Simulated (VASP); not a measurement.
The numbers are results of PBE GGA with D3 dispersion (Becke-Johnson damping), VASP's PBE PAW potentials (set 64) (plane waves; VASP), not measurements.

VASP ran on this input.

File POSCAR:
```
GaAs
1
    0.0000000000     2.8401433987     2.8401433987
    2.8401433987     0.0000000000     2.8401433987
    2.8401433987     2.8401433987     0.0000000000
Ga As
1 1
Direct
  0.0000000000   0.0000000000   0.0000000000
  0.2500000000   0.2500000000   0.2500000000
```

**KPOINTS**
```
Automatic mesh
0
Gamma
8 8 8
0 0 0
```

### INCAR
```
SYSTEM = GaAs
PREC = Accurate
ENCUT = 520
EDIFF = 1E-7
NELM = 100
ALGO = Normal
LREAL = .FALSE.
LASPH = .TRUE.
ISMEAR = 0
SIGMA = 0.05
GGA = PE
IVDW = 12
LMAXMIX = 4
LWAVE = .FALSE.
LCHARG = .FALSE.
ISIF = 2
```

POTCAR, in this order: Ga_d As (PBE.64 set). Program: vasp_std.

Output

File OSZICAR:
```
       N       E                     dE             d eps       ncg     rms          rms(c)
DAV:   1     0.836674305055E+02    0.83667E+02   -0.92877E+03   770   0.190E+03
DAV:   2    -0.177577289459E+01   -0.85443E+02   -0.82653E+02   824   0.335E+02
DAV:   3    -0.829382162748E+01   -0.65180E+01   -0.64456E+01   909   0.769E+01
DAV:   4    -0.841476152462E+01   -0.12094E+00   -0.12084E+00   884   0.113E+01
DAV:   5    -0.841642902859E+01   -0.16675E-02   -0.16674E-02   909   0.117E+00    0.287E+00
DAV:   6    -0.827610982365E+01    0.14032E+00   -0.25844E-01  1151   0.960E+00    0.173E+00
DAV:   7    -0.825757554102E+01    0.18534E-01   -0.72134E-02  1022   0.216E+00    0.562E-01
DAV:   8    -0.825832574712E+01   -0.75021E-03   -0.10382E-02   869   0.142E+00    0.100E-01
DAV:   9    -0.825872243353E+01   -0.39669E-03   -0.10762E-03   892   0.458E-01    0.540E-02
DAV:  10    -0.825878703663E+01   -0.64603E-04   -0.81373E-05  1009   0.104E-01    0.293E-02
DAV:  11    -0.825883934509E+01   -0.52308E-04   -0.81831E-05   809   0.772E-02    0.358E-03
DAV:  12    -0.825883970516E+01   -0.36007E-06   -0.13809E-06   927   0.190E-02    0.148E-03
DAV:  13    -0.825884012854E+01   -0.42339E-06   -0.57202E-07   809   0.649E-03    0.606E-04
DAV:  14    -0.825884010477E+01    0.23774E-07   -0.14814E-08   557   0.169E-03
   1 F= -.88987555E+01 E0= -.88987555E+01  d E =-.131627E-10
```

File OUTCAR:
```
------------------------ aborting loop because EDIFF is reached ----------------------------------------
 Edisp (eV)   -0.63992
  FORCE on cell =-STRESS in cart. coord.  units (eV):
  Direction    XX          YY          ZZ          XY          YZ          ZX
  --------------------------------------------------------------------------------------
  Total       0.00126     0.00126     0.00126    -0.00000     0.00000     0.00000
  in kB       0.04407     0.04407     0.04407    -0.00000     0.00000     0.00000
  external pressure =        0.04 kB  Pullay stress =        0.00 kB
  volume of cell :       45.82
      direct lattice vectors                 reciprocal lattice vectors
     0.000000000  2.840143399  2.840143399    -0.176047449  0.176047449  0.176047449
     2.840143399  0.000000000  2.840143399     0.176047449 -0.176047449  0.176047449
     2.840143399  2.840143399  0.000000000     0.176047449  0.176047449 -0.176047449
  FREE ENERGIE OF THE ION-ELECTRON SYSTEM (eV)
  ---------------------------------------------------
  free  energy   TOTEN  =        -8.8987555325 eV

  energy  without entropy=       -8.8987555325  energy(sigma->0) =       -8.89875553
```
(Selected blocks of OUTCAR.)

File OUTCAR:
```
 val. band max:        3.8017792300   @ k =   0.0000   0.0000   0.0000

 cond. band min:       4.2161780035   @ k =   0.0000   0.0000   0.0000


 Fermi energy:         4.0205367869

 k-point     1 :       0.0000    0.0000    0.0000
  band No.  band energies     occupation
      1     -10.9826      2.00000
      2     -10.9826      2.00000
      3     -10.9826      2.00000
      4     -10.9069      2.00000
      5     -10.9069      2.00000
      6      -8.8236      2.00000
      7       3.8018      2.00000
      8       3.8018      2.00000
      9       3.8018      2.00000
     10       4.2162      0.00000
     11       7.5263      0.00000
     12       7.5264      0.00000
     13       7.5264      0.00000

 k-point     2 :       0.1250    0.0000    0.0000
  band No.  band energies     occupation
      1     -10.9952      2.00000
      2     -10.9793      2.00000
      3     -10.9793      2.00000
      4     -10.9071      2.00000
      5     -10.9071      2.00000
      6      -8.6448      2.00000
      7       1.8318      2.00000
      8       3.5708      2.00000
      9       3.5708      2.00000
     10       5.3263      0.00000
     11       7.8679      0.00000
     12       7.8679      0.00000
     13       7.9670      0.00000

 k-point     3 :       0.2500    0.0000    0.0000
  band No.  band energies     occupation
      1     -11.0228      2.00000
      2     -10.9719      2.00000
      3     -10.9719      2.00000
      4     -10.9066      2.00000
      5     -10.9066      2.00000
      6      -8.1458      2.00000
      7      -0.3091      2.00000
      8       3.1369      2.00000
      9       3.1369      2.00000
     10       5.2059      0.00000
     11       8.3811      0.00000
     12       8.3811      0.00000
     13       9.6889      0.00000

 k-point     4 :       0.3750    0.0000    0.0000
  band No.  band energies     occupation
      1     -11.0478      2.00000
      2     -10.9661      2.00000
      3     -10.9661      2.00000
...
```

The compound is GaAs in the zinc blende structure. It was relaxed first.
